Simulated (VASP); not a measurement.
Output of a VASP run:

File OUTCAR:
```
 ion  position               nearest neighbor table
   1  0.222  0.111  0.250-  38 1.96  39 1.98  51 1.98  47 1.98  16 3.23   2 3.24  14 3.24  10 3.24
                            12 3.24   4 3.24   5 3.25   9 3.25  25 3.25  33 3.25  17 3.25  13 3.25
   2  0.111  0.222  0.000-  40 1.98  44 1.98  64 1.98  39 1.99   1 3.24   5 3.24  25 3.24  27 3.24
                             7 3.24  14 3.25  26 3.25  10 3.25  34 3.25  18 3.25   6 3.25   3 3.25
   3  0.225  0.115  0.748-  41 1.93  53 1.95  49 2.01  40 2.01  37 2.44  19 3.16   7 3.19   4 3.23
                            16 3.23  15 3.24  14 3.24  12 3.24   2 3.25  27 3.26  11 3.27  10 3.27
   4  0.108  0.221  0.499-  62 1.95  41 1.98  38 2.01  42 2.01  37 2.19  25 3.21  28 3.22  36 3.22
                            27 3.23   7 3.23   3 3.23   5 3.24   8 3.24   1 3.24  20 3.24  12 3.25
   5  0.222  0.444  0.250-  42 1.94  39 1.98  55 1.98  43 1.98  20 3.21   4 3.24   2 3.24  18 3.24
                             6 3.24   8 3.24   1 3.25  29 3.25  25 3.25   9 3.25  17 3.25  21 3.25
   6  0.111  0.556  0.000-  48 1.98  68 1.98  44 1.98  43 1.99   9 3.24  11 3.24  29 3.24  31 3.24
                             5 3.24  10 3.25  18 3.25  30 3.25  22 3.25  26 3.25   2 3.25   7 3.27
   7  0.226  0.444  0.749-  57 1.96  44 2.01  45 2.02  41 2.03  37 2.41  19 3.17  20 3.19   3 3.19
                            18 3.23  23 3.23   4 3.23   2 3.24   8 3.25  27 3.26   6 3.27  11 3.27
   8  0.111  0.556  0.500-  46 1.98  66 1.98  45 1.99  42 2.00  20 3.20  11 3.24   9 3.24  29 3.24
                            31 3.24   5 3.24   4 3.24  12 3.25  32 3.25  24 3.25  28 3.25   7 3.25
   9  0.222  0.778  0.250-  47 1.98  43 1.98  59 1.98  46 1.99  10 3.24  12 3.24   6 3.24   8 3.24
                            22 3.24  24 3.24   1 3.25  33 3.25  29 3.25  13 3.25   5 3.25  21 3.25
  10  0.111  0.889  0.000-  48 1.98  40 1.98  72 1.98  47 1.99   9 3.24  11 3.24  33 3.24  35 3.24
                             1 3.24   6 3.25  22 3.25  34 3.25   2 3.25  30 3.25  14 3.25   3 3.27
  11  0.222  0.778  0.750-  49 1.98  45 1.98  61 1.98  48 1.99  10 3.24  12 3.24   6 3.24   8 3.24
                            22 3.24  24 3.24  35 3.25  31 3.25  15 3.25  23 3.25   3 3.27   7 3.27
  12  0.111  0.889  0.500-  38 1.98  46 1.98  70 1.98  49 1.99  16 3.24  11 3.24   9 3.24  33 3.24
                            35 3.24   1 3.24   3 3.24   8 3.25  24 3.25  36 3.25  32 3.25   4 3.25
  13  0.556  0.111  0.250-  63 1.98  59 1.98  51 1.98  50 1.99  16 3.19  26 3.24  28 3.24  22 3.24
                            24 3.24  14 3.24  17 3.25  25 3.25  21 3.25  29 3.25   9 3.25   1 3.25
  14  0.444  0.222  0.000-  40 1.98  56 1.98  52 1.98  51 1.99  19 3.19   1 3.24  17 3.24  13 3.24
                            15 3.24   3 3.24   2 3.25  22 3.25  10 3.25  18 3.25  26 3.25  30 3.25
  15  0.556  0.111  0.750-  53 1.94  65 1.98  61 1.98  52 1.99  16 3.23  19 3.23   3 3.24  26 3.24
                            28 3.24  22 3.24  24 3.24  14 3.24  27 3.25  23 3.25  31 3.25  11 3.25
  16  0.446  0.219  0.498-  50 1.93  54 2.01  38 2.01  53 2.02  37 2.21  13 3.19  24 3.20  28 3.21
                             1 3.23  15 3.23   3 3.23  17 3.24  12 3.24  32 3.26  19 3.28   4 3.31
  17  0.556  0.444  0.250-  54 1.96  51 1.98  67 1.98  55 1.98  16 3.24  30 3.24  32 3.24  14 3.24
                            18 3.24  13 3.25  29 3.25   1 3.25  33 3.25   5 3.25  21 3.25  20 3.25
  18  0.444  0.556  0.000-  44 1.98  60 1.98  56 1.98  55 1.99  19 3.20   7 3.23  21 3.24  23 3.24
                             5 3.24  17 3.24  22 3.25   6 3.25   2 3.25  34 3.25  30 3.25  14 3.25
  19  0.550  0.440  0.753-  56 1.95  57 1.98  53 2.00  69 2.04  37 2.43   3 3.16   7 3.17  14 3.19
                            18 3.20  15 3.23  30 3.24  23 3.26  31 3.28  16 3.28  20 3.29  32 3.29
  20  0.440  0.555  0.499-  42 1.95  58 1.98  54 2.00  57 2.02  37 2.13   7 3.19   8 3.20   5 3.21
                            24 3.23  21 3.23   4 3.24  23 3.24  17 3.25  36 3.27  19 3.29  32 3.29
  21  0.556  0.778  0.250-  71 1.98  55 1.98  59 1.98  58 1.99  20 3.23  34 3.24  36 3.24  18 3.24
                            22 3.24  24 3.24  33 3.25  13 3.25  25 3.25   9 3.25  17 3.25   5 3.25
  22  0.444  0.889  0.000-  48 1.98  52 1.98  60 1.98  59 1.99   9 3.24  11 3.24  13 3.24  15 3.24
                            21 3.24  23 3.24  10 3.25  18 3.25  14 3.25   6 3.25  26 3.25  34 3.25
  23  0.556  0.778  0.750-  57 1.96  73 1.98  61 1.98  60 1.99   7 3.23  34 3.24  36 3.24  18 3.24
                            22 3.24  24 3.24  20 3.24  35 3.25  15 3.25  27 3.25  11 3.25  19 3.26
  24  0.444  0.889  0.500-  46 1.98  50 1.98  58 1.98  61 1.99  16 3.20  20 3.23   9 3.24  11 3.24
                            13 3.24  15 3.24  21 3.24  23 3.24  12 3.25   8 3.25  28 3.25  36 3.25
  25  0.889  0.111  0.250-  63 1.98  39 1.98  71 1.98  62 1.99   4 3.21  26 3.24  28 3.24  34 3.24
                            36 3.24   2 3.24  13 3.25  29 3.25   1 3.25  33 3.25   5 3.25  21 3.25
  26  0.778  0.222  0.000-  64 1.98  52 1.98  68 1.98  63 1.99  25 3.24  27 3.24  13 3.24  15 3.24
                            29 3.24  31 3.24   2 3.25  34 3.25  22 3.25   6 3.25  14 3.25  30 3.25
  27  0.889  0.111  0.750-  65 1.98  73 1.98  41 1.99  64 1.99   4 3.23  26 3.24  28 3.24  34 3.24
                            36 3.24   2 3.24  15 3.25  31 3.25  35 3.25  23 3.25   3 3.26   7 3.26
  28  0.778  0.222  0.500-  62 1.98  50 1.98  66 1.98  65 1.99  16 3.21   4 3.22  25 3.24  27 3.24
                            15 3.24  13 3.24  29 3.24  31 3.24  36 3.25  24 3.25   8 3.25  32 3.25
  29  0.889  0.444  0.250-  63 1.98  43 1.98  67 1.98  66 1.99  26 3.24  28 3.24   6 3.24   8 3.24
                            30 3.24  32 3.24  17 3.25  25 3.25   5 3.25  13 3.25   9 3.25  33 3.25
  30  0.778  0.556  0.000-  72 1.98  56 1.98  68 1.98  67 1.99  19 3.24  33 3.24  35 3.24  17 3.24
                            29 3.24  31 3.24  34 3.25   6 3.25  10 3.25  26 3.25  18 3.25  14 3.25
  31  0.889  0.444  0.750-  65 1.98  45 1.98  69 1.98  68 1.99  26 3.24  28 3.24   6 3.24   8 3.24
                            30 3.24  32 3.24  27 3.25  15 3.25  11 3.25  35 3.25  19 3.28   7 3.29
  32  0.778  0.556  0.500-  70 1.98  66 1.98  69 1.99  54 2.02  33 3.24  35 3.24  17 3.24  29 3.24
                            31 3.24  36 3.25   8 3.25  12 3.25  28 3.25  16 3.26  20 3.29  19 3.29
  33  0.889  0.778  0.250-  71 1.98  67 1.98  47 1.98  70 1.99  34 3.24  36 3.24  30 3.24  32 3.24
                            10 3.24  12 3.24  21 3.25   9 3.25  25 3.25   1 3.25  17 3.25  29 3.25
  34  0.778  0.889  0.000-  72 1.98  60 1.98  64 1.98  71 1.99  33 3.24  35 3.24  21 3.24  23 3.24
                            25 3.24  27 3.24  30 3.25  10 3.25  26 3.25   2 3.25  18 3.25  22 3.25
  35  0.889  0.778  0.750-  73 1.98  69 1.98  49 1.98  72 1.99  34 3.24  36 3.24  30 3.24  32 3.24
                            10 3.24  12 3.24  23 3.25  11 3.25  27 3.25  31 3.25   3 3.28  19 3.30
  36  0.778  0.889  0.500-  70 1.98  58 1.98  62 1.98  73 1.99   4 3.22  33 3.24  35 3.24  21 3.24
                            23 3.24  25 3.24  27 3.24  32 3.25  28 3.25  12 3.25  24 3.25  20 3.27
  37  0.335  0.336  0.599-  57 2.10  41 2.11  20 2.13  53 2.14   4 2.19  16 2.21   7 2.41  19 2.43
                             3 2.44  54 2.52  42 2.55
  38  0.220  0.110  0.436-   1 1.96  12 1.98   4 2.01  16 2.01
  39  0.111  0.222  0.188-   1 1.98   5 1.98  25 1.98   2 1.99
  40  0.222  0.111  0.938-   2 1.98  14 1.98  10 1.98   3 2.01
  41  0.110  0.216  0.687-   3 1.93   4 1.98  27 1.99   7 2.03  37 2.11
  42  0.223  0.445  0.434-   5 1.94  20 1.95   8 2.00   4 2.01  37 2.55
...
```

**OSZICAR**
```
...
RMM:   6    -0.442820045722E+03   -0.28547E-05   -0.89055E-05   346   0.185E-02
  14 F= -.44282005E+03 E0= -.44282005E+03  d E =-.750017E-02
       N       E                     dE             d eps       ncg     rms          rms(c)
DAV:   1    -0.442820046584E+03   -0.37170E-05   -0.14755E-04   372   0.314E-02    0.421E-03
RMM:   2    -0.442820046773E+03   -0.18936E-06   -0.63104E-06   217   0.615E-03    0.293E-03
RMM:   3    -0.442820046672E+03    0.10111E-06   -0.73196E-07   162   0.224E-03    0.174E-03
RMM:   4    -0.442820046669E+03    0.36016E-08   -0.74873E-07   156   0.188E-03
  15 F= -.44282005E+03 E0= -.44282005E+03  d E =-.750112E-02
       N       E                     dE             d eps       ncg     rms          rms(c)
DAV:   1    -0.442820884608E+03   -0.83794E-03   -0.55156E-01   372   0.191E+00    0.156E-01
RMM:   2    -0.442821672860E+03   -0.78825E-03   -0.11075E-02   362   0.232E-01    0.743E-02
RMM:   3    -0.442821724649E+03   -0.51788E-04   -0.18563E-03   400   0.860E-02    0.510E-02
RMM:   4    -0.442821669495E+03    0.55154E-04   -0.34957E-04   362   0.403E-02    0.158E-02
RMM:   5    -0.442821670544E+03   -0.10490E-05   -0.75852E-05   344   0.180E-02
  16 F= -.44282167E+03 E0= -.44282167E+03  d E =-.162388E-02
       N       E                     dE             d eps       ncg     rms          rms(c)
DAV:   1    -0.442821796133E+03   -0.12664E-03   -0.29839E-02   404   0.443E-01    0.357E-02
RMM:   2    -0.442821830294E+03   -0.34162E-04   -0.53856E-04   362   0.505E-02    0.159E-02
RMM:   3    -0.442821831929E+03   -0.16350E-05   -0.88333E-05   320   0.189E-02    0.102E-02
RMM:   4    -0.442821829476E+03    0.24533E-05   -0.14439E-05   216   0.820E-03
  17 F= -.44282183E+03 E0= -.44282183E+03  d E =-.178281E-02
       N       E                     dE             d eps       ncg     rms          rms(c)
DAV:   1    -0.442822224570E+03   -0.39264E-03   -0.11776E-01   372   0.883E-01    0.688E-02
RMM:   2    -0.442822385923E+03   -0.16135E-03   -0.22045E-03   362   0.104E-01    0.316E-02
RMM:   3    -0.442822398638E+03   -0.12715E-04   -0.35571E-04   394   0.387E-02    0.225E-02
RMM:   4    -0.442822387787E+03    0.10850E-04   -0.63184E-05   348   0.175E-02    0.740E-03
RMM:   5    -0.442822388032E+03   -0.24485E-06   -0.13163E-05   218   0.807E-03
  18 F= -.44282239E+03 E0= -.44282239E+03  d E =-.558556E-03
       N       E                     dE             d eps       ncg     rms          rms(c)
DAV:   1    -0.442822388248E+03   -0.46051E-06   -0.10925E-04   372   0.277E-02    0.317E-03
RMM:   2    -0.442822388701E+03   -0.45288E-06   -0.54993E-06   211   0.574E-03    0.226E-03
RMM:   3    -0.442822388669E+03    0.32080E-07   -0.54053E-07   125   0.210E-03    0.153E-03
RMM:   4    -0.442822388652E+03    0.16513E-07   -0.47567E-07   118   0.182E-03
  19 F= -.44282239E+03 E0= -.44282239E+03  d E =-.559176E-03
       N       E                     dE             d eps       ncg     rms          rms(c)
DAV:   1    -0.442822551218E+03   -0.16255E-03   -0.78110E-02   372   0.717E-01    0.534E-02
RMM:   2    -0.442822661366E+03   -0.11015E-03   -0.14642E-03   362   0.844E-02    0.244E-02
RMM:   3    -0.442822670856E+03   -0.94899E-05   -0.23611E-04   395   0.314E-02    0.181E-02
RMM:   4    -0.442822662816E+03    0.80397E-05   -0.42612E-05   294   0.143E-02
  20 F= -.44282266E+03 E0= -.44282266E+03  d E =-.274164E-03
```

File OUTCAR:
```
------------------------ aborting loop because EDIFF is reached ----------------------------------------
  FORCE on cell =-STRESS in cart. coord.  units (eV):
  Direction    XX          YY          ZZ          XY          YZ          ZX
  --------------------------------------------------------------------------------------
  Total      -18.8384260    -18.3214750    -29.8796082      0.0816949     -0.1374004      0.0413814
  in kB      -34.8253634    -33.8697098    -55.2364731      0.1510240     -0.2540032      0.0764991
  external PRESSURE =     -41.3105154 kB  Pullay stress =       0.0000000 kB
  volume of cell :      866.68
      direct lattice vectors                 reciprocal lattice vectors
     4.868317892 -8.432173817  0.000000000     0.102704879 -0.059296690  0.000000000
     4.868317892  8.432173817  0.000000000     0.102704879  0.059296690  0.000000000
     0.000000000  0.000000000 10.556283981     0.000000000  0.000000000  0.094730305
  FREE ENERGIE OF THE ION-ELECTRON SYSTEM (eV)
  ---------------------------------------------------
  free  energy   TOTEN  =      -442.8226628159 eV

  energy  without entropy=     -442.8226628158  energy(sigma->0) =     -442.82266282

 reached required accuracy - stopping structural energy minimisation
```
(Selected blocks of OUTCAR.)

**POSCAR**
```
Ga37N36
1
    4.8683178924    -8.4321738171     0.0000000000
    4.8683178924     8.4321738171     0.0000000000
    0.0000000000     0.0000000000    10.5562839808
Ga N
37 36
Direct
  0.2222220000   0.1111110000   0.2500000000
  0.1111110000   0.2222220000   0.0000000000
  0.2252070000   0.1151630000   0.7480360000
  0.1075820000   0.2211740000   0.4992540000
  0.2222220000   0.4444440000   0.2500000000
  0.1111110000   0.5555560000   0.0000000000
  0.2260990000   0.4435850000   0.7485860000
  0.1111110000   0.5555560000   0.5000000000
  0.2222220000   0.7777780000   0.2500000000
  0.1111110000   0.8888890000   0.0000000000
  0.2222220000   0.7777780000   0.7500000000
  0.1111110000   0.8888890000   0.5000000000
  0.5555560000   0.1111110000   0.2500000000
  0.4444440000   0.2222220000   0.0000000000
  0.5555560000   0.1111110000   0.7500000000
  0.4461440000   0.2185300000   0.4976840000
  0.5555560000   0.4444440000   0.2500000000
  0.4444440000   0.5555560000   0.0000000000
  0.5498240000   0.4400290000   0.7534860000
  0.4397140000   0.5552520000   0.4992920000
  0.5555560000   0.7777780000   0.2500000000
  0.4444440000   0.8888890000   0.0000000000
  0.5555560000   0.7777780000   0.7500000000
  0.4444440000   0.8888890000   0.5000000000
  0.8888890000   0.1111110000   0.2500000000
  0.7777780000   0.2222220000   0.0000000000
  0.8888890000   0.1111110000   0.7500000000
  0.7777780000   0.2222220000   0.5000000000
  0.8888890000   0.4444440000   0.2500000000
  0.7777780000   0.5555560000   0.0000000000
  0.8888890000   0.4444440000   0.7500000000
  0.7777780000   0.5555560000   0.5000000000
  0.8888890000   0.7777780000   0.2500000000
  0.7777780000   0.8888890000   0.0000000000
  0.8888890000   0.7777780000   0.7500000000
  0.7777780000   0.8888890000   0.5000000000
  0.3350940000   0.3360530000   0.5994280000
  0.2201580000   0.1095420000   0.4359970000
  0.1111110000   0.2222220000   0.1885000000
  0.2222220000   0.1111110000   0.9385000000
  0.1104420000   0.2161160000   0.6865010000
  0.2230530000   0.4445900000   0.4340300000
  0.1111110000   0.5555560000   0.1885000000
  0.2222220000   0.4444440000   0.9385000000
  0.1111110000   0.5555560000   0.6885000000
  0.2222220000   0.7777780000   0.4385000000
  0.1111110000   0.8888890000   0.1885000000
  0.2222220000   0.7777780000   0.9385000000
  0.1111110000   0.8888890000   0.6885000000
  0.5555560000   0.1111110000   0.4385000000
  0.4444440000   0.2222220000   0.1885000000
  0.5555560000   0.1111110000   0.9385000000
  0.4437440000   0.2167000000   0.6892040000
  0.5519610000   0.4441200000   0.4357410000
  0.4444440000   0.5555560000   0.1885000000
  0.5555560000   0.4444440000   0.9385000000
  0.4470490000   0.5578830000   0.6904340000
  0.5555560000   0.7777780000   0.4385000000
  0.4444440000   0.8888890000   0.1885000000
  0.5555560000   0.7777780000   0.9385000000
  0.4444440000   0.8888890000   0.6885000000
  0.8888890000   0.1111110000   0.4385000000
  0.7777780000   0.2222220000   0.1885000000
  0.8888890000   0.1111110000   0.9385000000
  0.7777780000   0.2222220000   0.6885000000
  0.8888890000   0.4444440000   0.4385000000
  0.7777780000   0.5555560000   0.1885000000
  0.8888890000   0.4444440000   0.9385000000
  0.7777780000   0.5555560000   0.6885000000
  0.8888890000   0.7777780000   0.4385000000
  0.7777780000   0.8888890000   0.1885000000
  0.8888890000   0.7777780000   0.9385000000
  0.7777780000   0.8888890000   0.6885000000
```

Q: Reconstruct the remaining input files.

A: One answer among several that fit: the input of the run itself, PBE GGA, plane waves, VASP's PBE PAW potentials (set 64).

### INCAR
```
! general
SYSTEM   =  Ga37N36
PREC     =  Normal
ENCUT    =  400
LREAL    =  Auto
LASPH    =  .TRUE.
ISYM     =  0
NELECT   =  288.0

! electronic loop
EDIFF    =  1E-5
NELM     =  100
NELMIN   =  4
ALGO     =  Fast   ! Davidson, then RMM-DIIS
LMAXMIX  =  4   ! l cut-off of mixed one-centre charges

! smearing
ISMEAR   =  0   ! Gaussian
SIGMA    =  0.05

! functional
GGA      =  PE   ! PBE

! ions
IBRION   =  2
NSW      =  60
ISIF     =  2
EDIFFG   =  -0.03

! output
LWAVE    =  .FALSE.
LCHARG   =  .FALSE.
```

File KPOINTS:
```
K-points
0
G
 1 1 1
```

POTCAR, in this order: Ga N (PBE.64 set). Program: vasp_gam.

At this cut-off the stress carries a Pulay error, which pulls relaxed volumes low. The cell is charged, with a uniform compensating background. The supercell is sampled at Γ alone, which is coarse: total energies, pressure and levels can be off, energies of defects by several tenths of an eV.

The cell is a supercell with a defect, built from GaN (wurtzite): Ga_i, charge +3. The run is not spin-polarised, so no state with unpaired spins was tried.
